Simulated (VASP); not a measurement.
An input for Ansatz (written as the equivalent of a VASP run, and not itself run):

Ansatz 0.2 input:
```yaml
crystal:
  lattice:
    - [0.0000000, 3.0279176, 3.0279176]
    - [3.0279176, 0.0000000, 3.0279176]
    - [3.0279176, 3.0279176, 0.0000000]
  atoms:
    - { symbol: Al, position: [0.2500000, 0.2500000, 0.2500000] }
    - { symbol: Al, position: [0.7500000, 0.7500000, 0.7500000] }
    - { symbol: Au, position: [0.0000000, 0.0000000, 0.0000000] }
kpoints:
  mp_grid: { grid: [8, 8, 8] }
hamiltonian:
  xc: pbe
  pseudopotentials: { kind: paw }
scf:
  occupations: { method: methfessel_paxton, width: 0.1 }
  max_iter: 100
relax:
  max_steps: 60
  f_tol: 0.02
  cell: {}
output: { forces: true, stress: true, eigenvalues: true }
```

### Question
Translate this input to VASP (INCAR, KPOINTS, POSCAR, choice of POTCAR).

### Answer
Several could match; the one computed here: 
### KPOINTS
```
Automatic mesh
0
Gamma
8 8 8
0 0 0
```

### INCAR
```
NELM  =  100   # most electronic steps
GGA  =  PE   # PBE
NSW  =  60
SYSTEM  =  AuAl2
EDIFF  =  1E-6   # SCF stop (eV)
PREC  =  Accurate
LCHARG  =  .False.
ISMEAR  =  1   # Methfessel-Paxton
IBRION  =  2
ALGO  =  Normal   # blocked Davidson
ISIF  =  3   # ions, shape and volume
LMAXMIX  =  6
ENCUT  =  400   # plane-wave cut-off (eV)
SIGMA  =  0.1   # width (eV)
LREAL  =  .False.   # projection in real space or not
LWAVE  =  .False.
EDIFFG  =  -0.02   # ionic stop
LASPH  =  .True.   # aspherical one-centre terms
```

File POSCAR:
```
AuAl2
1
   -0.0000000000     3.0279176442     3.0279176442
    3.0279176442    -0.0000000000     3.0279176442
    3.0279176442     3.0279176442     0.0000000000
Al Au
2 1
Direct
  0.2500000000   0.2500000000   0.2500000000
  0.7500000000   0.7500000000   0.7500000000
  0.0000000000   0.0000000000   0.0000000000
```

POTCAR, in this order: Al Au (PBE.64 set). Program: vasp_std.

What does not carry over: each code has its own PAW files, so the cut-off isn't converted (ENCUT is set for VASP's; basis.ecutwfc is left out, and Ansatz then takes the one that its files recommend); Ansatz stops its SCF on the density residual and VASP on the energy change (EDIFF).

The compound is AuAl2 in the fluorite structure. It was relaxed first. The start is the result of an earlier pass.
